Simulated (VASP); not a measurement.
# Mg2ZnTeS2 (I4/mmm) in VASP: relaxation of cell and atoms with PBE

Aim: the relaxation of cell and atoms of Mg2ZnTeS2 with PBE.

Everything below comes from runs of VASP 6.6.1. Logs are shortened: lines on timing, memory, paths and dates and some standing lists are left out, and cuts for length are marked.

### Step 1. Starting point

The structure is tetragonal, space group I4/mmm (No. 139). The conventional cell has a = 3.780 Å, b = 3.780 Å, c = 17.340 Å, α = 90.00°, β = 90.00°, γ = 90.00°. Around Mg (site symmetry 4mm) lie 5 S at 2.53 to 2.68 Å. Around Zn (site symmetry 4/mmm) lie 4 Te at 2.67 Å and 2 S at 2.98 Å. Te (site symmetry 4/mmm) is surrounded by 4 Zn at 2.67 Å. S (site symmetry 4mm) has 5 Mg at 2.53 to 2.68 Å as nearest neighbours.

The cell was built by a generator and needn't be a form met in nature.

### Step 2. Relaxation of cell and atoms, PBE

INCAR reads:

```
SYSTEM = Mg2ZnTeS2
PREC = Accurate
ENCUT = 520
EDIFF = 1E-6
ISMEAR = 0
SIGMA = 0.1
LREAL = .FALSE.
LASPH = .TRUE.
NELM = 120
ALGO = Normal
ISIF = 3
LWAVE = .FALSE.
LCHARG = .FALSE.
GGA = PE
IBRION = 2
NSW = 90
EDIFFG = -0.01
KPAR = 4
```

KPOINTS reads:

```
regular mesh
0
G
  12 12 12
  0 0 0
```

POSCAR reads:

```
Mg2ZnTeS2
1.0
   -1.8900000000      1.8900000000      8.6700000000
    1.8900000000     -1.8900000000      8.6700000000
    1.8900000000      1.8900000000     -8.6700000000
Mg Zn Te S
2 1 1 2
Direct
    0.8177047300      0.8177047300      0.0000000000
    0.1822952700      0.1822952700      0.0000000000
    0.5000000000      0.5000000000      0.0000000000
    0.0000000000      0.0000000000      0.0000000000
    0.6717993100      0.6717993100      0.0000000000
    0.3282006900      0.3282006900      0.0000000000
```

Potentials or basis: VASP PAW PBE potentials, release 64 (Mg, Zn, Te, S).

On the command line:

```sh
> cat potpaw_PBE.64/Mg/POTCAR potpaw_PBE.64/Zn/POTCAR potpaw_PBE.64/Te/POTCAR potpaw_PBE.64/S/POTCAR > POTCAR
> mpirun -np 4 vasp_std > vasp.out
```

OUTCAR:

```text
SYSTEM = Mg2ZnTeS2
   PREC = Accurate
   ENCUT = 520
   EDIFF = 1E-6
   ISMEAR = 0
   LREAL = .FALSE.
   LASPH = .TRUE.
   NELM = 120
   ISIF = 3
   GGA = PE
   IBRION = 2
   NSW = 90
   EDIFFG = -0.01

 ion  position               nearest neighbor table
   1  0.818  0.818  0.000-   5 2.53   6 2.68   6 2.68   6 2.68   6 2.68   4 3.16   2 3.56   2 3.56
                             2 3.56   2 3.56
   2  0.182  0.182  0.000-   6 2.53   5 2.68   5 2.68   5 2.68   5 2.68   4 3.16   1 3.56   1 3.56
                             1 3.56   1 3.56
   3  0.500  0.500  0.000-   4 2.67   4 2.67   4 2.67   4 2.67
   4  0.000  0.000  0.000-   3 2.67   3 2.67   3 2.67   3 2.67   2 3.16   1 3.16
   5  0.672  0.672  0.000-   1 2.53   2 2.68   2 2.68   2 2.68   2 2.68
   6  0.328  0.328  0.000-   2 2.53   1 2.68   1 2.68   1 2.68   1 2.68

  LATTYP: Found a body centered tetragonal cell.
 ALAT       =     3.7800000000
 C/A-ratio  =     4.5873015873

  Lattice vectors:

 A1 = (  -1.8900000000,   1.8900000000,   8.6700000000)
 A2 = (   1.8900000000,  -1.8900000000,   8.6700000000)
 A3 = (   1.8900000000,   1.8900000000,  -8.6700000000)

Analysis of symmetry for initial positions (statically):
=====================================================================
 Subroutine PRICEL returns:
 Original cell was already a primitive cell.

 Routine SETGRP: Setting up the symmetry group for a
 body centered tetragonal supercell.

 Subroutine GETGRP returns: Found 16 space group operations
 (whereof 16 operations were pure point group operations)
 out of a pool of 16 trial point group operations.

The static configuration has the point symmetry D_4h.

Analysis of symmetry for dynamics (positions and initial velocities):
=====================================================================
 Subroutine PRICEL returns:
 Original cell was already a primitive cell.

 Routine SETGRP: Setting up the symmetry group for a
 body centered tetragonal supercell.

 Subroutine GETGRP returns: Found 16 space group operations
 (whereof 16 operations were pure point group operations)
 out of a pool of 16 trial point group operations.

The dynamic configuration has the point symmetry D_4h.

 Subroutine INISYM returns: Found 16 space group operations
 (whereof 16 operations are pure point group operations),
 and found     1 'primitive' translations

----------------------------------------------------------------------------------------

                                     Primitive cell

  volume of cell :     123.8804

  direct lattice vectors                    reciprocal lattice vectors
    -1.890000000  1.890000000  8.670000000     0.000000000  0.264550265  0.057670127
     1.890000000 -1.890000000  8.670000000     0.264550265  0.000000000  0.057670127
     1.890000000  1.890000000 -8.670000000     0.264550265  0.264550265  0.000000000

  length of vectors
     9.072656722  9.072656722  9.072656722     0.270763155  0.270763155  0.374130572

  position of ions in fractional coordinates (direct lattice)
     0.817704730  0.817704730  0.000000000
     0.182295270  0.182295270  0.000000000
     0.500000000  0.500000000  0.000000000
     0.000000000  0.000000000  0.000000000
     0.671799310  0.671799310  0.000000000
     0.328200690  0.328200690  0.000000000

  ion indices of the primitive-cell ions
   primitive index   ion index
                 1           1
                 2           2
                 3           3
                 4           4
                 5           5
                 6           6

----------------------------------------------------------------------------------------

 KPOINTS: regular mesh

Automatic generation of k-mesh.
 Grid dimensions read from file:
 generate k-points for:   12   12   12

 Generating k-lattice:

  Cartesian coordinates                     Fractional coordinates (reciprocal lattice)
     0.000000000  0.022045855  0.004805844     0.083333333 -0.000000000  0.000000000
     0.022045855  0.000000000  0.004805844    -0.000000000  0.083333333  0.000000000
     0.022045855  0.022045855  0.000000000     0.000000000  0.000000000  0.083333333

  Length of vectors
     0.022563596  0.022563596  0.031177548

  Shift w.r.t. Gamma in fractional coordinates (k-lattice)
     0.000000000  0.000000000  0.000000000

 Subroutine IBZKPT returns following result:
 ===========================================

 Found    163 irreducible k-points:

 Following reciprocal coordinates:
            Coordinates               Weight
  0.000000  0.000000  0.000000      1.000000
  0.083333 -0.000000  0.000000      8.000000
  0.166667 -0.000000  0.000000      8.000000
  0.250000 -0.000000  0.000000      8.000000
  0.333333  0.000000  0.000000      8.000000
  0.416667 -0.000000  0.000000      8.000000
[... 16 lines left out ...]
  0.500000  0.166667  0.000000     16.000000
 -0.416667  0.166667 -0.000000     16.000000
 [... further k-points ...]
   k-points           NKPTS =    163   k-points in BZ     NKDIM =    163   number of bands    NBANDS=     21
   number of dos      NEDOS =    301   number of ions     NIONS =      6
   total plane-waves  NPLWV = 343000
   dimension x,y,z NGX =    70 NGY =   70 NGZ =   70
   dimension x,y,z NGXF=   140 NGYF=  140 NGZF=  140
   ions per type =               2   1   1   2
   NGX,Y,Z   is equivalent  to a cutoff of  12.83, 12.83, 12.83 a.u.
   NGXF,Y,Z  is equivalent  to a cutoff of  25.65, 25.65, 25.65 a.u.
 SYSTEM =  Mg2ZnTeS2
   PREC   = accura    normal or accurate (medium, high low for compatibility)
   ISTART =      0    job   : 0-new  1-cont  2-samecut
   ICHARG =      2    charge: 1-file 2-atom 10-const
   ISPIN  =      1    spin polarized calculation?
   LNONCOLLINEAR =      F non collinear calculations
   LSORBIT =      F    spin-orbit coupling
   LASPH  =      T    aspherical Exc in radial PAW
   ENCUT  =  520.0 eV  38.22 Ry    6.18 a.u.  16.87 16.87 16.87*2*pi/ulx,y,z
   NELM   =    120;   NELMIN=  2; NELMDL= -5     # of ELM steps
   EDIFF  = 0.1E-05   stopping-criterion for ELM
   LREAL  =      F    real-space projection
   EDIFFG = -.1E-01   stopping-criterion for IOM
   NSW    =     90    number of steps for IOM
   IBRION =      2    ionic relax: 0-MD 1-quasi-New 2-CG
   NFREE  =      1    steps in history (QN), initial steepest desc. (CG)
   ISIF   =      3    stress and relaxation
   ISYM   =      2    0-nonsym 1-usesym 2-fastsym
   POTIM  = 0.5000    time-step for ionic-motion
   TEBEG  =    0.0;   TEEND  =   0.0 temperature during run
   PSTRESS=    0.0 pullay stress
   NELECT =      34.0000    total number of electrons
   NUPDOWN=      -1.0000    fix difference up-down
   EMIN   =  10.00;   EMAX   =-10.00  energy-range for DOS
   EFERMI =   0.00;   METHOD = LEGACY
   ISMEAR =     0;   SIGMA  =   0.10  broadening in eV -4-tet -1-fermi 0-gaus
   EFERMI_NEDOS =   21; number of points for ismear=-14 and -15
   IALGO  =     38    algorithm
   IMIX   =      4    mixing-type and parameters
     AMIX     =   0.40;   BMIX     =  1.00
     AMIX_MAG =   1.60;   BMIX_MAG =  1.00
  volume/ion in A,a.u.               =      20.65       139.33
  Fermi-wavevector in a.u.,A,eV,Ry     =   1.063899  2.010477 15.400165  1.131880
  Thomas-Fermi vector in A             =   2.199399
   LORBIT       =      0    0 simple, 1 ext, 2 COOP (PROOUT), +10 PAW based schemes
   GGA     = PE    functional components
   LHFCALC =     F    Hartree Fock is set to
   AEXX    =    0.0000 exact exchange contribution
   IVDW    =     0    specifies the selected vdW correction
   LEPSILON=     F    determine dielectric tensor
   LRPA    =     F    only Hartree local field effects (RPA)
 conjugate gradient relaxation of ions
 non-spin polarized calculation
 Gauss-broadening in eV      SIGMA  =   0.10
  energy-cutoff  :      520.00
  volume of cell :      123.88
 maximum number of plane-waves:      3366
 NGX is ok and might be reduce to    70
   NGX = 33   NGY = 33   NGZ = 33

--------------------------------------- Ionic step        1  -------------------------------------------

 number of electron      34.0000007 magnetization

 Free energy of the ion-electron system (eV)
  ---------------------------------------------------
  ext. energy  EPLUGINS =         0.00000000
  ---------------------------------------------------
  free energy    TOTEN  =       -20.94733528 eV

  energy without entropy =      -20.94230468  energy(sigma->0) =      -20.94481998

------------------------ aborting loop because EDIFF is reached ----------------------------------------

  FORCE on cell =-STRESS in cart. coord.  units (eV):
  Direction    XX          YY          ZZ          XY          YZ          ZX
  --------------------------------------------------------------------------------------
  -------------------------------------------------------------------------------------
  Total        0.2786899      0.2786899     -0.3759786      0.0000000      0.0000000      0.0000000
  in kB        3.6043685      3.6043685     -4.8626282      0.0000000      0.0000000      0.0000000
  external PRESSURE =       0.7820363 kB  Pullay stress =       0.0000000 kB
[... 101 lines left out ...]
  FREE ENERGIE OF THE ION-ELECTRON SYSTEM (eV)
  ---------------------------------------------------
  free  energy   TOTEN  =       -20.9528797231 eV

  energy  without entropy=      -20.9473946401  energy(sigma->0) =      -20.95013718

[... ionic steps 4 to 7 ...]

--------------------------------------- Ionic step        8  -------------------------------------------

 number of electron      33.9999994 magnetization

------------------------ aborting loop because EDIFF is reached ----------------------------------------
[... 75 lines left out ...]
--------------------------------------- Ionic step       10  -------------------------------------------

 number of electron      33.9999994 magnetization

 Free energy of the ion-electron system (eV)
  ---------------------------------------------------
  ext. energy  EPLUGINS =         0.00000000
  ---------------------------------------------------
  free energy    TOTEN  =       -20.95809874 eV

  energy without entropy =      -20.95303900  energy(sigma->0) =      -20.95556887

 E-fermi :   4.2710     XC(G=0):  -9.6476

 val. band max:        4.2566527063   @ k =  -0.2500   0.3333   0.1667
 cond. band min:       4.2852203601   @ k =  -0.3333   0.3333   0.3333
 fundamental gap:      0.0285676538
 Fermi energy:         4.2709565458

 k-point     1 :       0.0000    0.0000    0.0000
  band No.  band energies     occupation
      1      -8.5678      2.00000
      2      -7.6012      2.00000
      3      -7.5888      2.00000
      4      -2.8584      2.00000
      5      -2.8072      2.00000
      6      -2.6528      2.00000
[... 565 lines left out ...]
     20       8.1653      0.00000
     21       9.4053      0.00000

 [... further k-points ...]

------------------------ aborting loop because EDIFF is reached ----------------------------------------

  FORCE on cell =-STRESS in cart. coord.  units (eV):
  Direction    XX          YY          ZZ          XY          YZ          ZX
  --------------------------------------------------------------------------------------
  -------------------------------------------------------------------------------------
  Total       -0.0456735     -0.0456735     -0.0385815      0.0000000      0.0000000      0.0000000
  in kB       -0.5951151     -0.5951151     -0.5027080      0.0000000      0.0000000      0.0000000
  external PRESSURE =      -0.5643127 kB  Pullay stress =       0.0000000 kB
[... 21 lines left out ...]
  FREE ENERGIE OF THE ION-ELECTRON SYSTEM (eV)
  ---------------------------------------------------
  free  energy   TOTEN  =       -20.9580987406 eV

  energy  without entropy=      -20.9530390035  energy(sigma->0) =      -20.95556887

 reached required accuracy - stopping structural energy minimisation
```

Wall time 26 min (4 MPI ranks of Intel Xeon 6975P-C (Granite Rapids), shared host); peak memory 1.2 GiB.

What came out:

```
Free energy                            : -20.9581 eV
Relaxed volume                         : 20.49 Å³/atom
Relaxed cell                           : a = 8.915 Å, b = 8.915 Å, c = 8.915 Å, α = 155.37°, β = 155.37°, γ = 35.12°
Space group after relaxing (to 0.05 Å) : I4/mmm (No. 139)
Energy gained by relaxing              : 1.8 meV/atom
Ionic steps                            : 10
Pressure after relaxing                : -0.1 GPa
Largest force after relaxing           : 0.006 eV/Å
Band gap on the k mesh                 : none (metal or under the smearing width)
```

Forces on the atoms (eV/Å):
```
Mg   0.000  0.000 -0.005
Mg   0.000  0.000  0.005
Zn   0.000  0.000  0.000
Te   0.000  0.000  0.000
S    0.000  0.000 -0.006
S    0.000  0.000  0.006
```

Step by step:
| step | energy change (eV) | largest force (eV/Å) | pressure (GPa) | volume (Å³) |
| --- | --- | --- | --- | --- |
| 1 | 0.0000 | 0.1138 | 0.08 | 123.88 |
| 2 | -0.0030 | 0.1055 | -0.10 | 124.06 |
| 3 | -0.0055 | 0.0879 | -0.47 | 124.41 |
| 4 | -0.0076 | 0.0775 | -0.27 | 123.91 |
| 5 | -0.0093 | 0.0917 | 0.14 | 122.85 |
| 6 | -0.0103 | 0.0579 | 0.09 | 122.85 |
| 7 | -0.0107 | 0.0185 | 0.03 | 122.84 |
| 8 | -0.0107 | 0.0169 | 0.02 | 122.84 |
| 9 | -0.0107 | 0.0130 | -0.01 | 122.89 |
| 10 | -0.0108 | 0.0059 | -0.06 | 122.96 |

Final structure:
```xyz
6
Lattice="-1.9018 1.9018 8.4995 1.9018 -1.9018 8.4995 1.9018 1.9018 -8.4995" Properties=species:S:1:pos:R:3 pbc="T T T"
Mg    0.0000    0.0000   13.9441
Mg    0.0000    0.0000    3.0550
Zn    0.0000    0.0000    8.4995
Te    0.0000    0.0000    0.0000
S     0.0000    0.0000   11.4081
S     1.9018    1.9018   -2.9086
```

Levels at points of the mesh, in eV from the Fermi level:
```csv
k point,band 15,band 16,band 17,band 18,band 19,band 20
"(0.00, 0.00, 0.00)",-0.65,-0.65,-0.41,0.64,2.25,2.58
"(0.50, 0.00, 0.00)",-1.21,-0.96,0.58,3.20,4.07,4.31
"(0.50, 0.50, 0.00)",-2.55,-2.50,-1.87,-0.59,2.36,3.32
"(0.50, 0.50, 0.50)",-1.11,-1.07,-1.07,0.36,3.42,3.83
```

The run has no spin-orbit coupling, so splittings on Te are missing.
